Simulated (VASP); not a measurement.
# KTaP2 (P-3m1) in VASP: a series of runs

The runs below take KTaP2 through relaxation of cell and atoms, single point, with PBE.

Everything below comes from runs of VASP 6.6.1. Logs are shortened: lines on timing, memory, paths and dates and some standing lists are left out, and cuts for length are marked.

## (1) The structure

It takes space group P-3m1 (No. 164, trigonal). The conventional cell has a = 3.564 Å, b = 3.564 Å, c = 7.984 Å, α = 90.00°, β = 90.00°, γ = 120.00°. K (site symmetry -3m) is surrounded by 6 P at 3.22 Å and 6 K at 3.56 Å. Ta (site symmetry -3m) is surrounded by 6 P at 2.55 Å. Around P (site symmetry 3m) lie 3 Ta at 2.55 Å.

The cell was built by a generator and needn't be a form met in nature.

## (2) Relaxation of cell and atoms, PBE

INCAR reads:

```
PREC = Accurate
ENCUT = 600
EDIFF = 1E-6
ISMEAR = 0
SIGMA = 0.1
LREAL = F
LASPH = T
NELM = 60
ALGO = Normal
ISIF = 3
LWAVE = F
LCHARG = F
GGA = PE
IBRION = 2
NSW = 100
EDIFFG = -0.01
```

KPOINTS reads:

```
regular mesh
0
Gamma
  18 18 6
```

POSCAR reads:

```
KTaP2
1.0
    3.5640317183      0.0000000000      0.0000000000
   -1.7820158592      3.0865420079      0.0000000000
    0.0000000000      0.0000000000      7.9844793212
K Ta P
1 1 2
Direct
    0.0000000000      0.0000000000      0.0000000000
    0.0000000000      0.0000000000      0.5000000000
    0.3333333333      0.6666666667      0.6890514052
    0.6666666667      0.3333333333      0.3109485948
```

Potentials or basis: VASP PAW PBE potentials, release 64 (K_sv, Ta_pv, P).

On the command line:

```console
cat potpaw_PBE.64/K_sv/POTCAR potpaw_PBE.64/Ta_pv/POTCAR potpaw_PBE.64/P/POTCAR > POTCAR
mpirun -np 1 vasp_std > vasp.out
```

OUTCAR:

```text
PREC = Accurate
   ENCUT = 600
   EDIFF = 1E-6
   ISMEAR = 0
   LREAL = F
   LASPH = T
   NELM = 60
   ISIF = 3
   GGA = PE
   IBRION = 2
   NSW = 100
   EDIFFG = -0.01

 ion  position               nearest neighbor table
   1  0.000  0.000  0.000-   3 3.22   4 3.22   3 3.22   4 3.22   4 3.22   3 3.22
   2  0.000  0.000  0.500-   3 2.55   4 2.55   3 2.55   4 2.55   4 2.55   3 2.55
   3  0.333  0.667  0.689-   2 2.55   2 2.55   2 2.55   1 3.22   1 3.22   1 3.22
   4  0.667  0.333  0.311-   2 2.55   2 2.55   2 2.55   1 3.22   1 3.22   1 3.22

  LATTYP: Found a hexagonal cell.
 ALAT       =     3.5640317183
 C/A-ratio  =     2.2402941254

  Lattice vectors:

 A1 = (   3.5640317183,   0.0000000000,   0.0000000000)
 A2 = (  -1.7820158592,   3.0865420079,   0.0000000000)
 A3 = (   0.0000000000,   0.0000000000,   7.9844793212)

Analysis of symmetry for initial positions (statically):
=====================================================================
 Subroutine PRICEL returns:
 Original cell was already a primitive cell.

 Routine SETGRP: Setting up the symmetry group for a
 hexagonal supercell.

 Subroutine GETGRP returns: Found 12 space group operations
 (whereof 12 operations were pure point group operations)
 out of a pool of 24 trial point group operations.

The static configuration has the point symmetry D_3d.

Analysis of symmetry for dynamics (positions and initial velocities):
=====================================================================
 Subroutine PRICEL returns:
 Original cell was already a primitive cell.

 Routine SETGRP: Setting up the symmetry group for a
 hexagonal supercell.

 Subroutine GETGRP returns: Found 12 space group operations
 (whereof 12 operations were pure point group operations)
 out of a pool of 24 trial point group operations.

The dynamic configuration has the point symmetry D_3d.

 Subroutine INISYM returns: Found 12 space group operations
 (whereof 12 operations are pure point group operations),
 and found     1 'primitive' translations

----------------------------------------------------------------------------------------

                                     Primitive cell

  volume of cell :      87.8335

  direct lattice vectors                    reciprocal lattice vectors
     3.564031718  0.000000000  0.000000000     0.280581117  0.161993583  0.000000000
    -1.782015859  3.086542008  0.000000000     0.000000000  0.323987167  0.000000000
     0.000000000  0.000000000  7.984479321     0.000000000  0.000000000  0.125242982

  length of vectors
     3.564031718  3.564031718  7.984479321     0.323987167  0.323987167  0.125242982

  position of ions in fractional coordinates (direct lattice)
     0.000000000  0.000000000  0.000000000
     0.000000000  0.000000000  0.500000000
     0.333333333  0.666666667  0.689051405
     0.666666667  0.333333333  0.310948595

  ion indices of the primitive-cell ions
   primitive index   ion index
                 1           1
                 2           2
                 3           3
                 4           4

----------------------------------------------------------------------------------------

 KPOINTS: regular mesh

Automatic generation of k-mesh.
 Grid dimensions read from file:
 generate k-points for:   18   18    6

 Generating k-lattice:

  Cartesian coordinates                     Fractional coordinates (reciprocal lattice)
     0.015587840  0.008999644  0.000000000     0.055555556  0.000000000  0.000000000
     0.000000000  0.017999287  0.000000000     0.000000000  0.055555556  0.000000000
     0.000000000  0.000000000  0.020873830     0.000000000  0.000000000  0.166666667

  Length of vectors
     0.017999287  0.017999287  0.020873830

  Shift w.r.t. Gamma in fractional coordinates (k-lattice)
     0.000000000  0.000000000  0.000000000

 Subroutine IBZKPT returns following result:
 ===========================================

 Found    202 irreducible k-points:

 Following reciprocal coordinates:
            Coordinates               Weight
  0.000000  0.000000  0.000000      1.000000
  0.055556  0.000000  0.000000      6.000000
  0.111111  0.000000  0.000000      6.000000
  0.166667  0.000000  0.000000      6.000000
  0.222222  0.000000  0.000000      6.000000
  0.277778  0.000000  0.000000      6.000000
[... 16 lines left out ...]
  0.333333  0.111111  0.000000     12.000000
  0.388889  0.111111  0.000000     12.000000
 [... further k-points ...]
   k-points           NKPTS =    202   k-points in BZ     NKDIM =    202   number of bands    NBANDS=     19
   number of dos      NEDOS =    301   number of ions     NIONS =      4
   total plane-waves  NPLWV =  50176
   dimension x,y,z NGX =    28 NGY =   28 NGZ =   64
   dimension x,y,z NGXF=    56 NGYF=   56 NGZF=  128
   ions per type =               1   1   2
   NGX,Y,Z   is equivalent  to a cutoff of  13.06, 13.06, 13.33 a.u.
   NGXF,Y,Z  is equivalent  to a cutoff of  26.12, 26.12, 26.65 a.u.
 SYSTEM =  unknown system
   PREC   = accura    normal or accurate (medium, high low for compatibility)
   ISTART =      0    job   : 0-new  1-cont  2-samecut
   ICHARG =      2    charge: 1-file 2-atom 10-const
   ISPIN  =      1    spin polarized calculation?
   LNONCOLLINEAR =      F non collinear calculations
   LSORBIT =      F    spin-orbit coupling
   LASPH  =      T    aspherical Exc in radial PAW
   ENCUT  =  600.0 eV  44.10 Ry    6.64 a.u.   7.12  7.12 15.95*2*pi/ulx,y,z
   NELM   =     60;   NELMIN=  2; NELMDL= -5     # of ELM steps
   EDIFF  = 0.1E-05   stopping-criterion for ELM
   LREAL  =      F    real-space projection
   EDIFFG = -.1E-01   stopping-criterion for IOM
   NSW    =    100    number of steps for IOM
   IBRION =      2    ionic relax: 0-MD 1-quasi-New 2-CG
   NFREE  =      1    steps in history (QN), initial steepest desc. (CG)
   ISIF   =      3    stress and relaxation
   ISYM   =      2    0-nonsym 1-usesym 2-fastsym
   POTIM  = 0.5000    time-step for ionic-motion
   TEBEG  =    0.0;   TEEND  =   0.0 temperature during run
   PSTRESS=    0.0 pullay stress
   NELECT =      30.0000    total number of electrons
   NUPDOWN=      -1.0000    fix difference up-down
   EMIN   =  10.00;   EMAX   =-10.00  energy-range for DOS
   EFERMI =   0.00;   METHOD = LEGACY
   ISMEAR =     0;   SIGMA  =   0.10  broadening in eV -4-tet -1-fermi 0-gaus
   EFERMI_NEDOS =   21; number of points for ismear=-14 and -15
   IALGO  =     38    algorithm
   IMIX   =      4    mixing-type and parameters
     AMIX     =   0.40;   BMIX     =  1.00
     AMIX_MAG =   1.60;   BMIX_MAG =  1.00
  volume/ion in A,a.u.               =      21.96       148.18
  Fermi-wavevector in a.u.,A,eV,Ry     =   1.144358  2.162522 17.817571  1.309555
  Thomas-Fermi vector in A             =   2.281050
   LORBIT       =      0    0 simple, 1 ext, 2 COOP (PROOUT), +10 PAW based schemes
   GGA     = PE    functional components
   LHFCALC =     F    Hartree Fock is set to
   AEXX    =    0.0000 exact exchange contribution
   IVDW    =     0    specifies the selected vdW correction
   LEPSILON=     F    determine dielectric tensor
   LRPA    =     F    only Hartree local field effects (RPA)
 conjugate gradient relaxation of ions
 non-spin polarized calculation
 Gauss-broadening in eV      SIGMA  =   0.10
  energy-cutoff  :      600.00
  volume of cell :       87.83
 maximum number of plane-waves:      2967
   NGX = 15   NGY = 15   NGZ = 31

--------------------------------------- Ionic step        1  -------------------------------------------

 number of electron      30.0000000 magnetization

 Free energy of the ion-electron system (eV)
  ---------------------------------------------------
  ext. energy  EPLUGINS =         0.00000000
  ---------------------------------------------------
  free energy    TOTEN  =       -25.54052873 eV

  energy without entropy =      -25.53706246  energy(sigma->0) =      -25.53879559

------------------------ aborting loop because EDIFF is reached ----------------------------------------

  FORCE on cell =-STRESS in cart. coord.  units (eV):
  Direction    XX          YY          ZZ          XY          YZ          ZX
  --------------------------------------------------------------------------------------
  -------------------------------------------------------------------------------------
  Total       -0.0112125     -0.0112125      0.0670284      0.0000000      0.0000000     -0.0000000
  in kB       -0.2045271     -0.2045271      1.2226699      0.0000000      0.0000000     -0.0000000
  external PRESSURE =       0.2712052 kB  Pullay stress =       0.0000000 kB

 VOLUME and BASIS-vectors are now :
 -----------------------------------------------------------------------------
  energy-cutoff  :      600.00
  volume of cell :       87.83
      direct lattice vectors                 reciprocal lattice vectors
     3.564031718  0.000000000  0.000000000     0.280581117  0.161993583  0.000000000
    -1.782015859  3.086542008  0.000000000     0.000000000  0.323987167  0.000000000
     0.000000000  0.000000000  7.984479321     0.000000000  0.000000000  0.125242982

 POSITION                                       TOTAL-FORCE (eV/Angst)
 -----------------------------------------------------------------------------------
      0.00000      0.00000      0.00000         0.000000      0.000000      0.000000
      0.00000      0.00000      3.99224         0.000000      0.000000      0.000000
     -0.00000      2.05769      5.50172         0.000000      0.000000     -0.001534
      1.78202      1.02885      2.48276        -0.000000      0.000000      0.001534
 -----------------------------------------------------------------------------------
    total drift:                               -0.000000      0.000000      0.000000

  FREE ENERGIE OF THE ION-ELECTRON SYSTEM (eV)
  ---------------------------------------------------
  free  energy   TOTEN  =       -25.5405287293 eV

  energy  without entropy=      -25.5370624600  energy(sigma->0) =      -25.53879559

--------------------------------------- Ionic step        2  -------------------------------------------

 number of electron      30.0000000 magnetization

 Free energy of the ion-electron system (eV)
  ---------------------------------------------------
  ext. energy  EPLUGINS =         0.00000000
  ---------------------------------------------------
  free energy    TOTEN  =       -25.54056207 eV

  energy without entropy =      -25.53712521  energy(sigma->0) =      -25.53884364

 E-fermi :   4.1585     XC(G=0):  -9.7798

 val. band max:        4.0608260963   @ k =   0.0000   0.3333   0.3333
 cond. band min:       4.1644863602   @ k =   0.0000   0.2778   0.3333
 fundamental gap:      0.1036602639
 Fermi energy:         4.1584672546

 k-point     1 :       0.0000    0.0000    0.0000
  band No.  band energies     occupation
      1     -30.6759      2.00000
      2     -30.6759      2.00000
      3     -30.6480      2.00000
      4     -26.6921      2.00000
      5     -10.2185      2.00000
      6      -9.9558      2.00000
[... 11 lines left out ...]
     18       5.5466      0.00000
     19       7.5288      0.00000

 k-point     2 :       0.0556    0.0000    0.0000
  band No.  band energies     occupation
      1     -30.6803      2.00000
      2     -30.6769      2.00000
      3     -30.6473      2.00000
      4     -26.6895      2.00000
      5     -10.2125      2.00000
      6      -9.9785      2.00000
[... 476 lines left out ...]
 k-point    24 :       0.3889    0.1111    0.0000
  band No.  band energies     occupation
      1     -30.8092      2.00000
      2     -30.7195      2.00000
      3     -30.6240      2.00000
      4     -26.6050      2.00000
      5     -10.5958      2.00000
      6     -10.1501      2.00000
[... 11 lines left out ...]
     18       6.8719      0.00000
     19       7.0856      0.00000

 [... further k-points ...]

------------------------ aborting loop because EDIFF is reached ----------------------------------------

  FORCE on cell =-STRESS in cart. coord.  units (eV):
  Direction    XX          YY          ZZ          XY          YZ          ZX
  --------------------------------------------------------------------------------------
  -------------------------------------------------------------------------------------
  Total       -0.0283042     -0.0283042      0.0043010      0.0000000     -0.0000000      0.0000000
  in kB       -0.5160221     -0.5160221      0.0784135      0.0000000     -0.0000000      0.0000000
  external PRESSURE =      -0.3178769 kB  Pullay stress =       0.0000000 kB

 VOLUME and BASIS-vectors are now :
 -----------------------------------------------------------------------------
  energy-cutoff  :      600.00
  volume of cell :       87.88
      direct lattice vectors                 reciprocal lattice vectors
     3.563549756  0.000000000 -0.000000000     0.280619065  0.162015493  0.000000000
    -1.781774878  3.086124616  0.000000000    -0.000000000  0.324030985 -0.000000000
    -0.000000000  0.000000000  7.990934032     0.000000000  0.000000000  0.125141816

 POSITION                                       TOTAL-FORCE (eV/Angst)
 -----------------------------------------------------------------------------------
      0.00000      0.00000     -0.00000         0.000000     -0.000000      0.000000
     -0.00000      0.00000      3.99547        -0.000000     -0.000000      0.000000
     -0.00000      2.05742      5.50609         0.000000     -0.000000     -0.007692
      1.78177      1.02871      2.48484        -0.000000      0.000000      0.007692
 -----------------------------------------------------------------------------------
    total drift:                               -0.000000     -0.000000      0.000000

  FREE ENERGIE OF THE ION-ELECTRON SYSTEM (eV)
  ---------------------------------------------------
  free  energy   TOTEN  =       -25.5405620707 eV

  energy  without entropy=      -25.5371252128  energy(sigma->0) =      -25.53884364

 reached required accuracy - stopping structural energy minimisation
```

It took 3.4 min on 1 thread of Intel Xeon 6975P-C (Granite Rapids), shared host; peak memory 0.58 GiB.

Results:

| Property | Result |
| --- | --- |
| Free energy | -25.5406 eV |
| Relaxed volume | 21.97 Å³/atom |
| Relaxed cell | a = 3.564 Å, b = 3.564 Å, c = 7.991 Å, α = 90.00°, β = 90.00°, γ = 120.00° |
| Space group after relaxing (to 0.05 Å) | P-3m1 (No. 164) |
| Energy gained by relaxing | 0.0 meV/atom |
| Ionic steps | 2 |
| Pressure after relaxing | 0.0 GPa |
| Largest force after relaxing | 0.008 eV/Å |
| Band gap on the k mesh | none (metal or under the smearing width) |

Forces in eV/Å, atoms in the order of the input:
```
K    0.000  0.000  0.000
Ta   0.000  0.000  0.000
P    0.000  0.000 -0.008
P    0.000  0.000  0.008
```

Final structure:
```yaml
crystal:
  lattice:
    - [3.56355, 0.00000, 0.00000]
    - [-1.78177, 3.08612, 0.00000]
    - [0.00000, 0.00000, 7.99093]
  atoms:
    - { symbol: K, position: [0.00000, 0.00000, 0.00000] }
    - { symbol: Ta, position: [0.00000, 0.00000, 0.50000] }
    - { symbol: P, position: [0.33333, 0.66667, 0.68904] }
    - { symbol: P, position: [0.66667, 0.33333, 0.31096] }
```

Levels at points of the mesh, in eV from the Fermi level:
| k point | band 12 | band 13 | band 14 | band 15 | band 16 | band 17 | band 18 | band 19 |
| --- | --- | --- | --- | --- | --- | --- | --- | --- |
| (0.00, 0.00, 0.00) | -2.48 | -0.57 | 0.16 | 0.57 | 0.57 | 1.39 | 1.39 | 3.37 |
| (0.50, 0.00, 0.00) | -2.96 | -2.33 | -1.34 | -0.35 | -0.18 | 2.45 | 2.45 | 2.86 |
| (0.00, 0.00, 0.50) | -2.47 | -1.73 | 0.58 | 0.58 | 1.23 | 1.29 | 1.29 | 2.86 |
| (0.50, 0.00, 0.50) | -2.69 | -2.30 | -1.63 | -0.26 | -0.15 | 2.45 | 2.85 | 2.91 |

## (3) Single point, PBE

INCAR reads:

```
  PREC = Accurate
  ENCUT = 520
  EDIFF = 1E-6
  ISMEAR = 0
  SIGMA = 0.1
  LREAL = False
  LASPH = True
  NELM = 80
  ALGO = Fast
  ISIF = 2
  LWAVE = False
  LCHARG = False
  GGA = PE
  NBANDS = 23
```

KPOINTS is that of step 2.

POSCAR reads:

```
KTaP2
1.0
    3.5612747711      0.0000000000      0.0000000000
   -1.7806373856      3.0841544216      0.0000000000
    0.0000000000      0.0000000000      7.9878531683
K Ta P
1 1 2
Direct
    0.0000000000      0.0000000000      0.0000000000
    0.0000000000      0.0000000000      0.5000000000
    0.3333333333      0.6666666667      0.6891958561
    0.6666666667      0.3333333333      0.3108041439
```

Potentials or basis: VASP PAW PBE potentials, release 64 (K_sv, Ta_pv, P).

On the command line:

```console
cat potpaw_PBE.64/K_sv/POTCAR potpaw_PBE.64/Ta_pv/POTCAR potpaw_PBE.64/P/POTCAR > POTCAR
mpirun -np 1 vasp_std > vasp.out
```

Wall time 5.8 min (1 thread of Intel Xeon Platinum 8559C (Emerald Rapids), shared host); peak memory 0.52 GiB.

Results (log left out):

* Free energy: -25.5400 eV
* Pressure: 0.0 GPa
* Largest force: 0.006 eV/Å
* Band gap on the k mesh: none (metal or under the smearing width)

Forces in eV/Å, atoms in the order of the input:
```
K    0.000  0.000  0.000
Ta   0.000  0.000  0.000
P    0.000  0.000 -0.006
P    0.000  0.000  0.006
```

Levels at points of the mesh, in eV from the Fermi level:
| k point | band 13 | band 14 | band 15 | band 16 | band 17 | band 18 |
| --- | --- | --- | --- | --- | --- | --- |
| (0.00, 0.00, 0.00) | -0.57 | 0.16 | 0.58 | 0.58 | 1.39 | 1.39 |
| (0.50, 0.00, 0.00) | -2.33 | -1.34 | -0.35 | -0.18 | 2.45 | 2.46 |
| (0.00, 0.00, 0.50) | -1.74 | 0.59 | 0.59 | 1.23 | 1.30 | 1.30 |
| (0.50, 0.00, 0.50) | -2.30 | -1.63 | -0.26 | -0.15 | 2.46 | 2.86 |

Spin-orbit coupling is left out, which matters for the levels of Ta.

## (4) Single point, PBE

This run uses another cell than the first one, of 22.42 Å³/atom, 1.021 times its volume.

INCAR reads:

```
PREC = Accurate
ENCUT = 520
EDIFF = 1E-6
ISMEAR = 0
SIGMA = 0.1
LREAL = F
LASPH = T
NELM = 80
ALGO = Fast
ISIF = 2
LWAVE = F
LCHARG = F
GGA = PE
NBANDS = 23
```

KPOINTS reads:

```
regular mesh
0
Gamma
  6 6 4
```

POSCAR reads:

```
KTaP2
1.0
    4.0191183700      0.0000000000      0.0000000000
   -2.0095591900      3.4806586100      0.0000000000
    0.0000000000      0.0000000000      6.4117835300
K Ta P
1 1 2
Direct
    0.0000000000      0.0000000000      0.0000000000
    0.0000000000      0.0000000000      0.5000000000
    0.3333333300      0.6666666700      0.6451009900
    0.6666666700      0.3333333300      0.3548990100
```

On the command line:

```console
cat potpaw_PBE.64/K_sv/POTCAR potpaw_PBE.64/Ta_pv/POTCAR potpaw_PBE.64/P/POTCAR > POTCAR
mpirun -np 1 vasp_std > vasp.out
```

Run time: 65 s. Hardware: 1 thread of Intel Xeon Platinum 8488C (Sapphire Rapids), shared host; peak memory 0.22 GiB.

Results (log left out):

```yaml
Free_energy: -23.7544 eV
Pressure: 8.0 GPa
Largest_force: 1.546 eV/Å
Band_gap_on_the_k_mesh: none (metal or under the smearing width)
```

Forces in eV/Å, atoms in the order of the input:
```
K    0.000  0.000  0.000
Ta   0.000  0.000  0.000
P    0.000  0.000  1.546
P    0.000  0.000 -1.546
```

Stress tensor (GPa, compression positive):
```
 3.74  0.00  0.00
 0.00  3.74  0.00
 0.00  0.00 16.56
```

Levels at points of the mesh, in eV from the Fermi level:
```csv
k point,band 12,band 13,band 14,band 15,band 16,band 17,band 18,band 19
"(0.00, 0.00, 0.00)",-4.12,-0.44,-0.32,-0.32,0.17,0.17,0.65,3.59
"(0.50, 0.00, 0.00)",-3.07,-2.73,-2.55,-0.52,-0.19,0.55,0.65,3.65
"(0.00, 0.00, 0.50)",-3.26,-1.35,-0.21,-0.21,-0.03,-0.03,1.64,2.59
"(0.50, 0.00, 0.50)",-3.03,-2.62,-2.31,-0.64,0.18,0.60,1.06,3.53
```

Caveat: forces of over 1 eV/Å show positions far from the minimum, so gaps and moduli don't describe the material at rest. The run has no spin-orbit coupling, so splittings on Ta are missing.

(Part 1 of 2 ends here.)
